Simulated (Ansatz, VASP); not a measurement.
# Cross-check of SiO2 (Stishovite) between VASP and Ansatz

One calculation is typed for both programs; each brings its own data sets and cutoff. How far apart do they land?

Program: Ansatz 0.2.0. Level of theory: plane waves, with VASP 6.6.1 beside it; single point at PBE. Results are calculated unless marked as measured.

### 1. The starting structure

Symmetry: P4_2/mnm, No. 136, tetragonal system. Conventional cell: a = 4.177 Å, b = 4.177 Å, c = 2.665 Å, α = 90.00°, β = 90.00°, γ = 90.00°. Si has 6 O at 1.76 to 1.81 Å nearest. Nearest to O lie 3 Si at 1.76 to 1.81 Å. Farther neighbours and most contacts between anions are not listed.

Structure file:

```xyz
6
Lattice="4.1773 0.0000 0.0000 0.0000 4.1773 0.0000 0.0000 0.0000 2.6652" Properties=species:S:1:pos:R:3 pbc="T T T"
Si    2.0886    2.0886    1.3326
Si    0.0000    0.0000    0.0000
O     3.3665    0.8108    1.3326
O     2.8995    2.8995    0.0000
O     0.8108    3.3665    1.3326
O     1.2778    1.2778    0.0000
```

### 2. VASP: single point, PBE

With cell and atoms fixed, the geometry can't cause a difference; cores, projectors, grids and the points listed under the comparison can.

Lines of VASP's logs that name or quote its potential files are left out, and so is its time.

Contents of INCAR:

```
SYSTEM = SiO2
PREC = Accurate
ENCUT = 520
EDIFF = 1E-07
NELM = 100
ISMEAR = 0
SIGMA = 0.01
LREAL = .FALSE.
ALGO = Normal
GGA = PE
NBANDS = 22
LORBIT = 11
LWAVE = .FALSE.
LCHARG = .FALSE.
KPAR = 2
```

Contents of POSCAR:

```
SiO2
1.0
    4.1773000000      0.0000000000      0.0000000000
    0.0000000000      4.1773000000      0.0000000000
    0.0000000000      0.0000000000      2.6652000000
Si O
2 4
Direct
    0.5000000000      0.5000000000      0.5000000000
    0.0000000000      0.0000000000      0.0000000000
    0.8059000000      0.1941000000      0.5000000000
    0.6941000000      0.6941000000      0.0000000000
    0.1941000000      0.8059000000      0.5000000000
    0.3059000000      0.3059000000      0.0000000000
```

Contents of KPOINTS:

```
Automatic mesh
0
Gamma
5 5 7
0 0 0
```

Potentials, in the order of the species: Si and O (PBE family, release 64).

Run with:

```bash
> mpirun -np 2 vasp_std
```

Numbers of over 12 decimals in the logs are rounded to 6 here.

Log:

```text
[banner, memory and clock lines left out]
running    2 mpi-ranks, on    1 nodes
 distrk:  each k-point on    1 cores,    2 groups
 distr:  one band on    1 cores,    1 groups

 POSCAR found type information on POSCAR SiO
 POSCAR found :  2 types and       6 ions
 LDA part: xc-table for (Slater+PW92), standard interpolation
 POSCAR, INCAR and KPOINTS ok, starting setup
 FFT: planning ... GRIDC
 FFT: planning ... GRID_SOFT
 FFT: planning ... GRID
 WAVECAR not read
 entering main loop
       N       E                     dE             d eps       ncg     rms          rms(c)
DAV:   1     0.153037339698E+03    0.15304E+03   -0.17993E+04  1056   0.140E+03
DAV:   2    -0.435951514739E+02   -0.19663E+03   -0.18853E+03  1310   0.306E+02
DAV:   3    -0.508480070681E+02   -0.72529E+01   -0.72287E+01  1344   0.604E+01
DAV:   4    -0.509008267131E+02   -0.52820E-01   -0.52801E-01  1296   0.594E+00
DAV:   5    -0.509013428798E+02   -0.51617E-03   -0.51613E-03  1332   0.552E-01    0.176E+01
DAV:   6    -0.462053558695E+02    0.46960E+01   -0.16438E+01  1248   0.278E+01    0.803E+00
DAV:   7    -0.462271656677E+02   -0.21810E-01   -0.57998E-01  1266   0.506E+00    0.296E+00
DAV:   8    -0.462415728959E+02   -0.14407E-01   -0.20243E-02  1254   0.137E+00    0.109E+00
DAV:   9    -0.462480232382E+02   -0.64503E-02   -0.83498E-03  1260   0.900E-01    0.269E-01
DAV:  10    -0.462482440624E+02   -0.22082E-03   -0.55447E-04  1320   0.185E-01    0.425E-02
DAV:  11    -0.462482150269E+02    0.29035E-04   -0.12282E-04  1290   0.810E-02    0.613E-03
DAV:  12    -0.462482160908E+02   -0.10638E-05   -0.68289E-06  1308   0.192E-02    0.428E-03
DAV:  13    -0.462482160292E+02    0.61580E-07   -0.95952E-07  1272   0.738E-03
   1 F= -.46248216E+02 E0= -.46248216E+02  d E =-.487376E-82
```

From OUTCAR (step 2):

```text
ion  position               nearest neighbor table
   1  0.500  0.500  0.500-   4 1.76   6 1.76   4 1.76   6 1.76   5 1.81   3 1.81
   2  0.000  0.000  0.000-   3 1.76   5 1.76   3 1.76   5 1.76   4 1.81   6 1.81
   3  0.806  0.194  0.500-   2 1.76   2 1.76   1 1.81
   4  0.694  0.694  0.000-   1 1.76   1 1.76   2 1.81
   5  0.194  0.806  0.500-   2 1.76   2 1.76   1 1.81
   6  0.306  0.306  0.000-   1 1.76   1 1.76   2 1.81

  LATTYP: Found a simple tetragonal cell.
 ALAT       =     4.1773000000
 C/A-ratio  =     0.6380197735

 Subroutine GETGRP returns: Found 16 space group operations
 (whereof  8 operations were pure point group operations)

The static configuration has the point symmetry D_2h.
 The point group associated with its full space group is D_4h.

 Found     24 irreducible k-points:

   k-points           NKPTS =     24   k-points in BZ     NKDIM =     24   number of bands    NBANDS=     22

   dimension x,y,z NGX =    32 NGY =   32 NGZ =   20
   dimension x,y,z NGXF=    64 NGYF=   64 NGZF=   40

   ENCUT  =  520.0 eV  38.22 Ry    6.18 a.u.   7.77  7.77  4.96*2*pi/ulx,y,z

   NELECT =      32.0000    total number of electrons

 k-points in reciprocal lattice and weights: Automatic mesh
   0.00000000  0.00000000  0.00000000       0.006
   0.20000000  0.00000000  0.00000000       0.023
   0.40000000  0.00000000  0.00000000       0.023
   0.20000000  0.20000000  0.00000000       0.023
   0.40000000  0.20000000  0.00000000       0.046
   0.40000000  0.40000000  0.00000000       0.023
   0.00000000  0.00000000  0.14285714       0.011
   0.20000000  0.00000000  0.14285714       0.046
   0.40000000  0.00000000  0.14285714       0.046
[...]
0.40000000  0.20000000  0.42857143       0.091
   0.40000000  0.40000000  0.42857143       0.046

 average (electrostatic) potential at core
       1 -81.1638       2 -81.1638       3 -66.7338       4 -66.7338       5 -66.7338
       6 -66.7338

 E-fermi :   8.4073

 k-point     1 :       0.0000    0.0000    0.0000
  band No.  band energies     occupation
    ...
     12       5.1154      2.00000
     13       5.7430      2.00000
     14       7.3842      2.00000
     15       7.3842      2.00000
     16       8.2735      2.00000
     17      13.8851      0.00000
     18      14.9793      0.00000
     19      16.7797      0.00000
     20      16.7797      0.00000
     21      19.3952      0.00000
    ...

 k-point     2 :       0.2000    0.0000    0.0000
  band No.  band energies     occupation
    ...
     12       5.2053      2.00000
     13       5.7877      2.00000
     14       6.5663      2.00000
     15       7.3154      2.00000
     16       7.9652      2.00000
     17      14.4926      0.00000
     18      15.3262      0.00000
     19      16.8932      0.00000
     20      16.8958      0.00000
     21      19.9206      0.00000
    ...

 k-point     3 :       0.4000    0.0000    0.0000
  band No.  band energies     occupation
    ...
     12       4.9696      2.00000
     13       5.4338      2.00000
     14       5.6813      2.00000
     15       7.1863      2.00000
     16       7.3535      2.00000
     17      15.6288      0.00000
     18      16.0287      0.00000
     19      17.1485      0.00000
     20      17.3793      0.00000
     21      19.3773      0.00000
    ...

  Total        3.0843891      3.0843891      3.7039543      0.0000000      0.0000000      0.0000000
  in kB      106.2572569    106.2572569    127.6012908      0.0000000      0.0000000      0.0000000
  external PRESSURE =     113.3719349 kB  Pullay stress =       0.0000000 kB

  energy-cutoff  :      520.00
  volume of cell :       46.51
      direct lattice vectors                 reciprocal lattice vectors
     4.177300000  0.000000000  0.000000000     0.239389079  0.000000000  0.000000000
     0.000000000  4.177300000  0.000000000     0.000000000  0.239389079  0.000000000
     0.000000000  0.000000000  2.665200000     0.000000000  0.000000000  0.375206363

 POSITION                                       TOTAL-FORCE (eV/Angst)
 -----------------------------------------------------------------------------------
      2.08865      2.08865      1.33260         0.000000      0.000000      0.000000
      0.00000      0.00000      0.00000         0.000000      0.000000      0.000000
      3.36649      0.81081      1.33260        -0.065570      0.065570      0.000000
      2.89946      2.89946      0.00000         0.065570      0.065570      0.000000
      0.81081      3.36649      1.33260         0.065570     -0.065570     -0.000000
      1.27784      1.27784      0.00000        -0.065570     -0.065570     -0.000000
 -----------------------------------------------------------------------------------
    total drift:                                0.000000      0.000000     -0.000000

  FREE ENERGIE OF THE ION-ELECTRON SYSTEM (eV)
  ---------------------------------------------------
  free  energy   TOTEN  =       -46.2482160292 eV

  energy  without entropy=      -46.2482160292  energy(sigma->0) =      -46.24821603

 total charge
# of ion       s       p       d       tot
------------------------------------------
    1        0.589   0.879   0.000   1.467
    2        0.589   0.879   0.000   1.467
    3        1.550   3.695   0.000   5.246
    4        1.550   3.695   0.000   5.246
    5        1.550   3.695   0.000   5.246
    6        1.550   3.695   0.000   5.246
--------------------------------------------------
tot          7.379  16.539   0.000  23.917

[... 3 further parts left out ...]
```

The gap is read on the k-mesh alone, so it is an upper bound where the band edges lie off the mesh.

### 3. Ansatz: single point, PBE

Ansatz runs on its default PAW (the set named soft_2) files.

The same cell, functional, mesh and smearing now go to Ansatz, which takes its cutoff from its data sets.

Contents of input.yaml:

```yaml
crystal:
  lattice:
    - [4.1773, 0.0, 0.0]
    - [0.0, 4.1773, 0.0]
    - [0.0, 0.0, 2.6652]
  atoms:
    - { symbol: Si, position: [0.5, 0.5, 0.5] }
    - { symbol: Si, position: [0.0, 0.0, 0.0] }
    - { symbol: O, position: [0.8059, 0.1941, 0.5] }
    - { symbol: O, position: [0.6941, 0.6941, 0.0] }
    - { symbol: O, position: [0.1941, 0.8059, 0.5] }
    - { symbol: O, position: [0.3059, 0.3059, 0.0] }
hamiltonian:
  xc: pbe
  pseudopotentials: { kind: paw }
kpoints:
  mp_grid: { grid: [5, 5, 7] }
scf:
  occupations: { method: gaussian, width: 0.01 }
  n_extra_bands: 5
output:
  forces: true
  stress: true
  eigenvalues: true
  write_density: true
  write_potential: true
  elf: true
  volumetric_format: npy
```

Run with:

```bash
> ansatz run input.yaml --threads 4 --pin off --max-ram 9216MiB --backend cpu --events-out ev --progress --plain --runs-dir out
```

Log:

```text
scf.n_extra_bands = 5 over 16 filled bands (N_el = 32.0): the run solves 21 bands
Engine: ansatz 0.2.0, aarch64-unknown-linux-gnu
Pseudopotentials: kind: paw
Pseudopotential: Si, paw, valence charge 4, recommended cutoff 420 eV (normal), Si.paw.azcp
Pseudopotential: O, paw, valence charge 6, recommended cutoff 420 eV (normal), O.paw.azcp
Functional definition: PBE
  parameter kappa = 0.804
  parameter beta = 0.066725
  exchange = pbe_x(kappa = kappa, mu = beta*pi^2/3)
  correlation = pbe_c(beta = beta)
Crystal: 6 atoms, lattice volume = 46.507 Å³
Basis set: ecut = 420 eV, 913 PW (Γ), exchange–correlation on 60×60×36 points (8 copies of the dense FFT grid, shifted against one another)
Bands: 21, of which v1, the nominal top of the filled ones, is band 16 counted from 1 (15 counted from 0)
Symmetry: 16 space group operations
Space group: P42/mnm (ITA 136), of the structure as read, at distance tolerance 3.6e-5 Å
k-points: 24 of 175
Non-local potential: Si, projectors of the file, l = 0: 2, l = 1: 2, l = 2: 2
Non-local potential: O, projectors of the file, l = 0: 2, l = 1: 2, l = 2: 1
PAW form: soft (Blöchl's): semilocal exchange-correlation on the pseudo side does not see the compensation charge
PAW one-centre angular grid: Si, 110 points (default); XC on 64 Gauss nodes
PAW one-centre angular grid: O, 110 points (default); XC on 64 Gauss nodes
Initial density: superposition of atomic densities (neutral atoms: chi_scale 0, normalization atom), corrected by the library's trained network
Initial wavefunctions: pseudopotential atomic-orbital guess
Functional: x = pbe(κ = 0.804, μ = 0.219515), c = pbe(β = 0.066725)
SCF iter   1: F=—  HF=-3546.959993 eV  |F-HF|=—  |Δ(HF+E_count)|=         —  Δρ=3.31e-3  dr2=1.92e-3  ethr=1.77e-3  ⟨swp⟩=6.8  Hψ=2842  notcnv=0
preconditioner: auto → none  [insulator: Δε(μ)=5.641 eV  Ē_g=18.408 eV  σ=0.010 eV  W_gap=1.00  n_scr=10 (ndim 8)  ℏωp=30.8 eV  f_vac=0.000  D(μ)=0.00/eV (n_scr^D=0)  ε∞_Penn≈3.8]
SCF iter   2: F=—  HF=-3546.960655 eV  |F-HF|=—  |Δ(HF+E_count)|=   6.62e-4  Δρ=1.59e-3  dr2=4.05e-4  ethr=5.98e-6  ⟨swp⟩=2.4  Hψ=1162  notcnv=0  defer=24
SCF iter   3: F=—  HF=-3546.960712 eV  |F-HF|=—  |Δ(HF+E_count)|=   5.70e-5  Δρ=7.05e-4  dr2=5.94e-5  ethr=1.27e-6  ⟨swp⟩=2.0  Hψ=856  notcnv=0  defer=24
SCF iter   4: F=—  HF=-3546.960670 eV  |F-HF|=—  |Δ(HF+E_count)|=   4.25e-5  Δρ=9.84e-5  dr2=2.80e-6  ethr=1.86e-7  ⟨swp⟩=2.0  Hψ=847  notcnv=0  defer=24
SCF iter   5: F=—  HF=-3546.960670 eV  |F-HF|=—  |Δ(HF+E_count)|=   1.14e-7  Δρ=3.38e-5  dr2=3.67e-7  ethr=8.76e-9  ⟨swp⟩=2.0  Hψ=843  notcnv=0  defer=24
SCF iter   6: F=-3546.960670 eV  HF=-3546.960670 eV  |F-HF|=1.57e-8  |Δ(HF+E_count)|=   9.91e-8  Δρ=9.03e-6  dr2=2.38e-8  ethr=3.13e-10  ⟨swp⟩=12.2  Hψ=3560  notcnv=0
SCF 1 converged in 6 iterations: F = -3546.960670 eV  dr2 = 2.38e-8
  greatest PAW one-centre occupation: 0.861 electrons in one spin orbital (limit 2), on the O atom at site 5 (counted from 0), in its partial waves of l = 0
SCF converged after 6 iterations
Free energy (F): -3546.960670 eV
Harris-Foulkes:  -3546.960670 eV  (|F-HF|=1.57e-8)
Internal energy: -3546.960670 eV  (E = F + TS)
E sigma→0 (E₀):  -3546.960670 eV
Fermi energy:    13.432967 eV
--- Per-component energies (eV) ---
  E_band       = 67.131671
  E_kinetic    = 816.388764
  E_local      = -1217.955466  (includes V_loc(G=0)·N_el)
  E_nonlocal   = 236.756900
  E_hartree    = 432.617715
  E_xc         = -412.520494
  E_vxc        = -480.383744  (∫ρ·V_xc dr)
  E_paw        = -1662.067672  (= ΣΔE_a)
  E_vpaw       = -152.924788  (= ΣTr[D̂ρ^β])
  E_aug_tail   = 0.010137  (compensation charges beyond the density's cutoff)
  E_ewald      = -1740.190554
  E_smearing   = -0.000000  (= −TS)
  E_closure    = -0.000000  (closes the sum)
  Σ components = -3546.960670   (vs F -3546.960670, Δ=0.00e0)
--- Forces (eV/Å), atoms counted from 1 ---
  atom   1  Si    -0.00000000    -0.00000000    -0.00000000
  atom   2  Si     0.00000000    -0.00000000     0.00000000
  atom   3  O     -0.05749752     0.05749752     0.00000000
  atom   4  O      0.05749752     0.05749752    -0.00000000
  atom   5  O      0.05749752    -0.05749752    -0.00000000
  atom   6  O     -0.05749752    -0.05749752     0.00000000
  max |Σ_I F_I| component: 1.39e-17 eV/Å
--- Stress (GPa, compression-positive) ---
       10.719036       0.000000       0.000000
        0.000000      10.719036       0.000000
        0.000000       0.000000      12.199672
  P = ⅓ Tr σ = 11.2126 GPa (112.126 kbar)
--- Band table (eV; the first three rows and the last of 24) ---
  k-point 0: bands = [... 12 lower, 8.1105, 9.7314, 9.7314, 10.6141, 16.2518, 17.3546, 19.1611, 19.1611, ... 1 higher]
  k-point 1: bands = [... 12 lower, 7.2168, 9.5306, 9.5306, 10.3653, 17.1552, 18.7373, 20.2914, 20.2914, ... 1 higher]
  k-point 2: bands = [... 12 lower, 5.9203, 8.9096, 8.9096, 9.5709, 18.3643, 20.8691, 21.0495, 22.4365, ... 1 higher]
  k-point 23: bands = [... 12 lower, 8.5737, 8.7054, 8.8705, 9.1475, 18.0575, 18.1488, 21.7748, 21.9319, ... 1 higher]
```

It took 1 s on 4 threads of Arm Neoverse V2, shared host; peak memory 0.31 GiB; 2.2 s of CPU time.

Reading the cycles: dr2 is the Hartree energy of the density residual (eV), the measure of convergence; HF is the Harris–Foulkes estimate of the energy, which meets the free energy F at convergence.

The run ends at a pressure of 11.21 GPa, with forces up to 0.081 eV/Å.

### 4. Differences

Known differences besides the potentials themselves: the cutoff is 420 eV in Ansatz and 520 eV in VASP; VASP leaves aspherical gradient terms in its spheres out (LASPH is not set), Ansatz keeps them. Total energies have different zeros and are not compared.

The two programs side by side:

```csv
quantity,Ansatz,VASP,difference
pressure (GPa),11.21,11.34,-0.12
pressure without Ansatz's Pulay correction (GPa),10.16,11.34,-1.18
gap on the k mesh (eV),5.638,5.612,+0.026
```

Forces (eV/Å; atoms numbered as in POSCAR):

```csv
atom,"Ansatz x, y, z","VASP x, y, z"
Si1,"0.000, 0.000, 0.000","0.000, 0.000, 0.000"
Si2,"0.000, 0.000, 0.000","0.000, 0.000, 0.000"
O3,"-0.057, 0.057, 0.000","-0.066, 0.066, 0.000"
O4,"0.057, 0.057, 0.000","0.066, 0.066, 0.000"
O5,"0.057, -0.057, 0.000","0.066, -0.066, 0.000"
O6,"-0.057, -0.057, 0.000","-0.066, -0.066, 0.000"
```

The forces differ by 5.4 meV/Å r.m.s., which is 12.3 % of the r.m.s. force of 0.04 eV/Å (both taken over all components). A gap on the mesh is an upper bound, since the band edges may lie between its points. Ansatz's pressure holds a Pulay correction of 1.05 GPa; VASP's holds none.

### 5. What came out

```
r.m.s. force difference (single point, PBE) : 5.4 meV/Å
```

What this shows: The r.m.s. force difference is 5.4 meV/Å (single point, PBE), within the 12 meV/Å picked in this series as the mark of a large difference. How closely two codes agree says nothing of how well the functional describes the real material.

[Lines on the potential files, build, host, timing and source positions are cut from VASP's logs without a mark.]

[Logs are printed without paths, hosts, clocks, repeated set-up lines and the standing remarks that a program may print on its own settings, such as how far it seeks lower states.]

[Hosts, paths, dates, database ids (printed as entryN), source tags and the programs' standing remarks are cut or masked in the printed files.]
